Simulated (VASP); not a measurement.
# MgI2: structure and properties in VASP, part 2 of 7

What structure does MgI2 take at this level, and what are its properties? The start is a cell from a database of measured crystal structures.

VASP 6.6.1, plane waves and PAW; the level of theory is named at each step.

So far, gap on the k-mesh (eV): step 2 (full relaxation (AM05 + D4)) 3.60.

The database entry behind the starting cell has ideal inner coordinates that were not refined, so it need not match the best structure at ambient conditions.

## 3. Density, ELF and potential (AM05 + D4)

Level of this step: AM05 with D4; plane waves and PAW (I, Mg) (VASP).

The relaxed cell gets a fresh self-consistent run, on a basis set for its own volume, to fix the density and to check the remaining stress.

INCAR reads:

```
SYSTEM = MgI2
PREC = Accurate
ENCUT = 400
EDIFF = 1E-06
NELM = 100
ISMEAR = -1
SIGMA = 0.05
LREAL = .FALSE.
ALGO = Normal
GGA = AM
IVDW = 13
LORBIT = 11
LWAVE = .FALSE.
LCHARG = .TRUE.
ISIF = 2
LELF = .TRUE.
LVHAR = .TRUE.
```

POSCAR reads:

```
MgI2
1.0
    4.1226219969      0.0000000000      0.0000000000
   -2.0613109984      3.5702953795      0.0000000000
    0.0000000000      0.0000000000      6.9637543950
I Mg
2 1
Direct
    0.6666666667      0.3333333333      0.7608283187
    0.3333333333      0.6666666667      0.2391716813
    0.0000000000      0.0000000000      0.0000000000
```

KPOINTS reads:

```
Automatic mesh
0
Gamma
6 6 4
0 0 0
```

PAW data sets: I and Mg (PBE family, release 64).

Command:

```
$ mpirun -np 1 vasp_std
```

The program printed:

```text
[banner, memory and clock lines left out]
running    1 mpi-ranks, on    1 nodes
 distrk:  each k-point on    1 cores,    1 groups
 distr:  one band on    1 cores,    1 groups

 POSCAR found type information on POSCAR I Mg
 POSCAR found :  2 types and       3 ions
 [... a notice as in an earlier step ...]

 LDA part: xc-table for (Slater+PW92), standard interpolation
 POSCAR, INCAR and KPOINTS ok, starting setup
 FFT: planning ... GRIDC
 FFT: planning ... GRID_SOFT
 FFT: planning ... GRID
 WAVECAR not read
 entering main loop
       N       E                     dE             d eps       ncg     rms          rms(c)
DAV:   1     0.737129237516E+02    0.73713E+02   -0.52187E+03   576   0.855E+02
DAV:   2    -0.246649175746E+01   -0.76179E+02   -0.70273E+02   832   0.140E+02
DAV:   3    -0.784029753021E+01   -0.53738E+01   -0.53534E+01   732   0.458E+01
DAV:   4    -0.794028848704E+01   -0.99991E-01   -0.99972E-01   756   0.787E+00
DAV:   5    -0.794182233117E+01   -0.15338E-02   -0.15338E-02   732   0.962E-01    0.418E+00
DAV:   6    -0.780688009822E+01    0.13494E+00   -0.14872E-01   636   0.212E+00    0.271E+00
DAV:   7    -0.777703528908E+01    0.29845E-01   -0.13670E-01   656   0.209E+00    0.704E-01
DAV:   8    -0.777568078895E+01    0.13545E-02   -0.87719E-03   652   0.577E-01    0.252E-01
DAV:   9    -0.777581198509E+01   -0.13120E-03   -0.85568E-04   704   0.229E-01    0.838E-02
DAV:  10    -0.777579982397E+01    0.12161E-04   -0.28064E-05   716   0.429E-02    0.295E-02
DAV:  11    -0.777581255303E+01   -0.12729E-04   -0.19735E-05   628   0.326E-02    0.181E-02
DAV:  12    -0.777581359677E+01   -0.10437E-05   -0.89578E-07   552   0.632E-03    0.809E-03
DAV:  13    -0.777581456794E+01   -0.97117E-06   -0.10145E-06   508   0.646E-03
   1 F= -.82839725E+01 E0= -.82839725E+01  d E =-.436192E-10
```

The job ended after 27 s (1 MPI rank of AMD EPYC 7R43, shared host; peak memory 0.16 GiB).

Parts of OUTCAR (step 3):

```text
  LATTYP: Found a hexagonal cell.
 ALAT       =     4.1226219969
 C/A-ratio  =     1.6891566581

The static configuration has the point symmetry D_3d.

 Found     24 irreducible k-points:

   ENCUT  =  400.0 eV  29.40 Ry    5.42 a.u.   6.72  6.72 11.36*2*pi/ulx,y,z

   NELECT =      16.0000    total number of electrons

 E-fermi :   3.3258

 k-point     1 :       0.0000    0.0000    0.0000
  band No.  band energies     occupation
    ...
      4       1.8613      2.00000
      5       1.8613      2.00000
      6       2.2008      2.00000
      7       2.2330      2.00000
      8       2.2330      2.00000
      9       6.0495      0.00000
     10       7.0541      0.00000
     11       9.0027      0.00000
     12       9.0027      0.00000

 k-point     2 :       0.1667    0.0000    0.0000
  band No.  band energies     occupation
    ...
      4       0.8336      2.00000
      5       1.3496      2.00000
      6       1.5447      2.00000
      7       2.1220      2.00000
      8       2.1653      2.00000
      9       6.9271      0.00000
     10       7.6766      0.00000
     11       8.5018      0.00000
     12       9.3968      0.00000

  DFT-D4 for vdW energy calculation

  Edisp (eV):   -0.50816

  Total      -0.00390    -0.00390     0.01851    -0.00000    -0.00000    -0.00000
  in kB      -0.06089    -0.06089     0.28929    -0.00000    -0.00000    -0.00000
  external pressure =        0.06 kB  Pullay stress =        0.00 kB

  energy-cutoff  :      400.00
  volume of cell :      102.50
      direct lattice vectors                 reciprocal lattice vectors
     4.122621997  0.000000000  0.000000000     0.242564077  0.140044435  0.000000000
    -2.061310998  3.570295380  0.000000000     0.000000000  0.280088870  0.000000000
     0.000000000  0.000000000  6.963754395     0.000000000  0.000000000  0.143600699

 POSITION                                       TOTAL-FORCE (eV/Angst)
 -----------------------------------------------------------------------------------
      2.06131      1.19010      5.29822        -0.000000      0.000000      0.009247
     -0.00000      2.38020      1.66553         0.000000     -0.000000     -0.009247
      0.00000      0.00000      0.00000         0.000000      0.000000     -0.000000
 -----------------------------------------------------------------------------------
    total drift:                                0.000000     -0.000000      0.000000

  FREE ENERGIE OF THE ION-ELECTRON SYSTEM (eV)
  ---------------------------------------------------
  free  energy   TOTEN  =        -8.2839724641 eV

  energy  without entropy=       -8.2839724641  energy(sigma->0) =       -8.28397246

[... 4 parts as in an earlier step ...]

[... 7 further parts left out ...]
```

Numbers from this step:

* SCF cycles: 13
* pressure: 0.005584 GPa
* least direct gap on the k-mesh: 3.817 eV

Valence electrons inside each PAW sphere by angular momentum. Sphere charges, by row:

```
atom  s (e)  p (e)  d (e)  tot (e)
  I1  1.501  2.823  0.013    4.337
  I2  1.501  2.823  0.013    4.337
 Mg3  0.139  0.115  0.029    0.283
```

Electrostatic potential energy in the ac plane at fractional y = 0.000, with atoms of Mg within 0.2 Å of it. With pseudopotentials it is smooth inside the atoms' cores, unlike the true potential.

Values in eV, 23 rows by 14 columns, each cell a mean:
```
-21 -21 -17  -8  -1   2   3   3   2   1  -3 -10 -20 -21
-20 -19 -11  -5   0   2   2   2   2   1  -2  -6 -15 -19
-10  -8  -4  -1   1   1   1   1   1   1   0  -2  -6  -9
 -3  -2   0   1   1   0  -1  -1   0   1   1   1  -1  -2
  1   2   2   2   1  -1  -2  -2  -2   0   2   2   2   2
  3   3   3   3   1  -1  -2  -3  -2   0   2   3   3   3
  4   4   4   3   2   0  -1  -2  -1   1   3   4   4   4
  5   4   4   4   3   2   1   1   1   2   3   4   4   5
  5   5   5   4   4   3   3   3   3   4   4   4   5   5
  5   5   5   5   5   4   4   4   4   4   5   5   5   5
  5   5   5   5   5   5   5   5   5   5   5   5   5   5
  5   5   5   5   5   5   5   5   5   5   5   5   5   5
  5   5   5   5   5   4   4   4   4   5   5   5   5   5
  5   5   5   5   4   4   3   3   4   4   4   5   5   5
  5   5   4   4   3   3   2   2   2   3   4   4   5   5
  4   4   4   4   2   1  -1  -1   0   1   3   4   4   4
  4   4   3   3   2   0  -2  -2  -2   0   2   3   4   4
  2   2   2   2   1  -1  -2  -3  -2   0   2   2   2   2
 -1   0   1   1   1   0  -1  -2  -1   0   1   1   0  -1
 -8  -6  -3  -1   1   1   1   0   1   1   1  -1  -4  -7
-18 -15  -8  -3   0   2   2   2   2   1  -1  -4 -11 -16
-21 -21 -15  -7  -1   2   3   3   2   1  -3  -9 -19 -21
-21 -21 -18  -9  -1   1   3   3   3   1  -4 -11 -21 -21
```
Columns run along a (4.1 Å; values clipped at the 3rd and 97th percentile), rows up along c (7.0 Å). Atoms in or near the plane, at fractional coordinates: Mg at (0.00, 0.00).

Valence density in the ac plane at fractional y = 0.000, with atoms of Mg within 0.2 Å of it. It is the smooth field of the valence electrons, not physical close to the nuclei.

Values in e/Å³, 23 rows by 14 columns, each cell a mean:
```
0.02 0.03 0.05 0.07 0.09 0.09 0.09 0.09 0.09 0.09 0.08 0.06 0.04 0.03
0.03 0.04 0.07 0.09 0.11 0.12 0.13 0.13 0.12 0.12 0.10 0.08 0.05 0.04
0.05 0.06 0.09 0.11 0.15 0.18 0.20 0.21 0.19 0.17 0.13 0.11 0.08 0.06
0.06 0.07 0.09 0.12 0.18 0.23 0.27 0.28 0.26 0.22 0.16 0.12 0.08 0.06
0.05 0.06 0.09 0.12 0.20 0.27 0.33 0.35 0.31 0.25 0.17 0.11 0.07 0.06
0.04 0.05 0.07 0.11 0.19 0.26 0.33 0.35 0.31 0.24 0.15 0.10 0.06 0.04
0.03 0.03 0.05 0.08 0.15 0.21 0.27 0.29 0.25 0.19 0.12 0.08 0.04 0.03
0.02 0.02 0.04 0.06 0.10 0.15 0.19 0.20 0.17 0.13 0.08 0.05 0.03 0.02
0.01 0.01 0.02 0.04 0.06 0.08 0.11 0.11 0.10 0.08 0.05 0.03 0.02 0.01
0.01 0.01 0.01 0.02 0.03 0.05 0.06 0.06 0.05 0.04 0.03 0.02 0.01 0.01
0.01 0.01 0.01 0.01 0.02 0.03 0.03 0.03 0.03 0.02 0.02 0.01 0.01 0.01
0.00 0.01 0.01 0.01 0.02 0.02 0.03 0.03 0.03 0.02 0.02 0.01 0.01 0.01
0.01 0.01 0.01 0.02 0.03 0.04 0.04 0.05 0.04 0.03 0.02 0.02 0.01 0.01
0.01 0.01 0.02 0.03 0.05 0.07 0.09 0.09 0.08 0.06 0.04 0.03 0.02 0.01
0.02 0.02 0.03 0.05 0.08 0.12 0.16 0.17 0.14 0.11 0.07 0.04 0.03 0.02
0.02 0.03 0.05 0.08 0.13 0.19 0.25 0.26 0.23 0.18 0.11 0.07 0.04 0.03
0.04 0.04 0.07 0.10 0.17 0.24 0.32 0.33 0.29 0.23 0.14 0.09 0.05 0.04
0.05 0.06 0.08 0.12 0.20 0.27 0.34 0.35 0.31 0.25 0.16 0.11 0.07 0.05
0.06 0.07 0.09 0.13 0.19 0.25 0.30 0.31 0.28 0.23 0.16 0.12 0.08 0.06
0.05 0.06 0.09 0.12 0.16 0.19 0.22 0.23 0.21 0.18 0.14 0.11 0.08 0.06
0.04 0.05 0.08 0.10 0.12 0.14 0.15 0.16 0.15 0.14 0.11 0.09 0.06 0.05
0.02 0.03 0.05 0.07 0.09 0.10 0.10 0.10 0.10 0.09 0.09 0.07 0.04 0.03
0.02 0.02 0.04 0.06 0.08 0.08 0.08 0.08 0.08 0.08 0.07 0.06 0.03 0.02
```
Columns run along a (4.1 Å), rows up along c (7.0 Å). Atoms in or near the plane, at fractional coordinates: Mg at (0.00, 0.00).

ELF in the ac plane at fractional y = 0.000, with atoms of Mg within 0.2 Å of it. It is the smooth field of the valence electrons, not physical close to the nuclei.

Ten even steps from '_' (0.00) to '@' (0.83), each cell a mean:
```
____..::::::::::::::::..____
____::==++++++++++++++--..__
__..==**##%%%%%%%%%%##++::..
....==**%%@@@@@@@@@@##++--..
....--**%%@@@@@@@@@@##++::..
__..::++%%@@@@@@@@@@##==..__
____::==%%@@@@@@@@@@**==..__
____..--**%%@@@@@@%%++::____
______::==**######**--..____
________::::------::..______
____________________________
____________________________
________....::::::..________
______..--++******++::..____
____..--**%%%%@@%%##++::____
____..==##@@@@@@@@%%**--..__
____::++%%@@@@@@@@@@##==..__
__..--**%%@@@@@@@@@@##++::..
....--**%%@@@@@@@@@@##++::..
__..==**##%%%%%%%%%%##++--..
____--++**************==::__
____..::--------------::____
______..::..............____
```
Columns run along a (4.1 Å), rows up along c (7.0 Å). Atoms in or near the plane, at fractional coordinates: Mg at (0.00, 0.00).

In this run the pressure is 0.01 GPa, small enough to go on; single stress components reach 0.03 GPa.

## 4. Band structure (AM05 + D4)

The mesh alone shows little of the dispersion and can miss band extrema, so KPOINTS_OPT adds a path through the symmetry points after the self-consistent cycle.

INCAR, as its differences from that of step 3:

```diff
@@ -13,5 +13,2 @@
 LWAVE = .FALSE.
-LCHARG = .TRUE.
-ISIF = 2
-LELF = .TRUE.
-LVHAR = .TRUE.
+LCHARG = .FALSE.
```

POSCAR is that of step 3.

KPOINTS is that of step 3.

KPOINTS_OPT reads:

```
Line mode
16
Line-mode
Reciprocal
  0.00000000   0.00000000   0.00000000 GAMMA
  0.50000000   0.00000000   0.00000000 M

  0.50000000   0.00000000   0.00000000 M
  0.33333333   0.33333333   0.00000000 K

  0.33333333   0.33333333   0.00000000 K
  0.00000000   0.00000000   0.00000000 GAMMA

  0.00000000   0.00000000   0.00000000 GAMMA
  0.00000000   0.00000000   0.50000000 A

  0.00000000   0.00000000   0.50000000 A
  0.50000000   0.00000000   0.50000000 L

  0.50000000   0.00000000   0.50000000 L
  0.33333333   0.33333333   0.50000000 H

  0.33333333   0.33333333   0.50000000 H
  0.00000000   0.00000000   0.50000000 A

  0.50000000   0.00000000   0.50000000 L
  0.50000000   0.00000000   0.00000000 M

  0.33333333   0.33333333   0.00000000 K
  0.33333333   0.33333333   0.50000000 H
```

Command:

```
$ mpirun -np 1 vasp_std
```

The program printed:

```text
[... set-up lines as in an earlier step ...]
 entering main loop
       N       E                     dE             d eps       ncg     rms          rms(c)
[... 13 cycles as in an earlier step ...]
   1 F= -.82839725E+01 E0= -.82839725E+01  d E =-.436192E-10
 Start KPOINTS_OPT (optional k-point list driver)
k-point batch [1-24\144]
       N       E                     dE             ncg
DAV:   1     0.130904025920E+04   -0.54107E+04      576
DAV:   2    -0.530588996048E+03   -0.18396E+04      840
DAV:   3    -0.667577590187E+03   -0.13699E+03      720
DAV:   4    -0.670303471646E+03   -0.27259E+01      784
DAV:   5    -0.670342532563E+03   -0.39061E-01      744
DAV:   6    -0.670344114262E+03   -0.15817E-02      852
DAV:   7    -0.670344132038E+03   -0.17776E-04      640
DAV:   8    -0.670344132577E+03   -0.53917E-06      528
[...]
k-point batch [121-144\144]
       N       E                     dE             ncg
DAV:   1     0.101447201044E+04   -0.95474E+04      576
DAV:   2    -0.650478448750E+03   -0.16650E+04      732
DAV:   3    -0.780179807594E+03   -0.12970E+03      712
DAV:   4    -0.783148346989E+03   -0.29685E+01      816
DAV:   5    -0.783188887176E+03   -0.40540E-01      720
DAV:   6    -0.783190794028E+03   -0.19069E-02      844
DAV:   7    -0.783190862778E+03   -0.68750E-04      608
DAV:   8    -0.783190866921E+03   -0.41427E-05      552
DAV:   9    -0.783190867160E+03   -0.23882E-06      488
```

The job ended after 85 s (1 MPI rank; peak memory 0.17 GiB).

Parts of OUTCAR (step 4):

```text
The static configuration has the point symmetry D_3d.

 Found     24 irreducible k-points:

   NELECT =      16.0000    total number of electrons

 E-fermi :   3.3258

  DFT-D4 for vdW energy calculation

  Edisp (eV):   -0.50816

[... 20 parts as in an earlier step ...]
```

Spin-orbit coupling is off here; it can split and shift levels that hold much weight on I by tenths of an eV or more.

This step gave:

- least gap on mesh and path: 3.591 eV
- least direct gap on mesh and path: 3.816 eV
- conduction bottom at k: 0.5, 0, 0.3333

Electronic bands along the path, in eV, zero at the valence-band top; v1 is the highest filled band, c1 the lowest empty one:

```
          point     v4     v3     v2     v1    c1    c2
              Γ  -0.37  -0.03   0.00   0.00  3.82  4.82
0.47 of the way  -1.39  -0.88  -0.21  -0.15  4.66  5.47
              M  -1.81  -1.32  -0.87  -0.42  3.70  5.35
0.53 of the way  -1.97  -1.71  -1.05  -0.91  4.11  6.09
              K  -2.42  -1.93  -1.16  -1.16  4.03  7.34
0.47 of the way  -2.11  -1.03  -0.74  -0.32  4.79  6.29
              Γ  -0.37  -0.03   0.00   0.00  3.82  4.82
0.53 of the way  -0.33  -0.33  -0.04  -0.04  4.36  4.87
              A  -0.29  -0.29  -0.09  -0.09  4.74  4.90
0.47 of the way  -1.08  -0.91  -0.76  -0.31  4.54  5.80
              L  -1.18  -1.16  -0.78  -0.62  3.62  5.25
0.47 of the way  -1.92  -1.54  -0.66  -0.58  4.23  5.62
              H  -2.75  -2.19  -0.56  -0.56  4.88  5.79
0.53 of the way  -1.43  -0.94  -0.71  -0.57  4.80  6.00
              A  -0.29  -0.29  -0.09  -0.09  4.74  4.90
      jump to L  -1.18  -1.16  -0.78  -0.62  3.62  5.25
0.53 of the way  -1.57  -1.27  -0.75  -0.50  3.61  5.10
              M  -1.81  -1.32  -0.87  -0.42  3.70  5.35
      jump to K  -2.42  -1.93  -1.16  -1.16  4.03  7.34
0.53 of the way  -2.63  -2.07  -0.81  -0.81  4.44  6.32
              H  -2.75  -2.19  -0.56  -0.56  4.88  5.79
```

Of the projections kept (I, Mg), the largest for each band there, as a share of the weight inside these atoms' spheres; weight between the spheres isn't counted:

```
point      v4      v3      v2      v1       c1      c2
    Γ  I 0.99  I 0.99  I 0.98  I 0.98   I 0.64  I 0.73
    M  I 0.97  I 0.96  I 0.98  I 0.99  Mg 0.52  I 0.73
    K  I 0.95  I 0.95  I 0.99  I 0.99   I 0.50  I 0.84
    Γ  I 0.99  I 0.99  I 0.98  I 0.98   I 0.64  I 0.73
    A  I 0.99  I 0.99  I 0.98  I 0.98   I 0.64  I 0.70
    L  I 0.96  I 0.96  I 0.99  I 0.99  Mg 0.52  I 0.86
```

The electronic bands as a text plot (rows in eV, shown from -3.7 to 4.8 only):

```
    4.6 |  +++          ++  +    +++  +       + +++++   +      +
    4.3 | +   +        +        +      +     +                +
    3.9 |+     + ++++++      +++        ++  +                +
    3.6 |       +                         ++             ++++
    3.2 |
    2.9 |
    2.5 |
    2.2 |
    1.8 |
    1.4 |
    1.1 |
    0.7 |
    0.4 |
    0.0 |***               **********                  **
   -0.3 |** ******       ****************            ****  **
   -0.7 | **   ** *    ** ** *      *** ***************  ***   **
   -1.0 |  ****  ****** **  *    *   *******        **   *  ***
   -1.4 |  **  ***  * ***  *      ***  **  **     *** *******
   -1.7 |    ** *******              *      **   * * *     **
   -2.1 |   ** *   **  ****           *      **** * *        ****
   -2.5 |     *     ******             *      * ** *         **
   -2.8 |      *****              ***** *     ***** *****  **  **
   -3.2 |  ****      *******    **     *************     **  ****
   -3.5 |**    ******       ****         *****           ****
         Γ      M    K        Γ   A       L    H       A|L M|K  H
```

The path finds the gap of the mesh within 0.02 eV, so the mesh comes close to both band edges.

[end of part 2 of 7]

[Lines on the potential files, build, host, timing and source positions are cut from VASP's logs without a mark.]

[Logs are printed without paths, hosts, clocks, repeated set-up lines and the standing remarks that a program may print on its own settings, such as how far it seeks lower states.]

[Hosts, paths, dates, database ids (printed as entryN), source tags and the programs' standing remarks are cut or masked in the printed files.]

[A measured line is paired with the nearest computed mode of its activity, which favours agreement.]

[In band tables of VASP the shares of atoms and orbitals are scaled to a sum of 1 inside the atoms' spheres.]
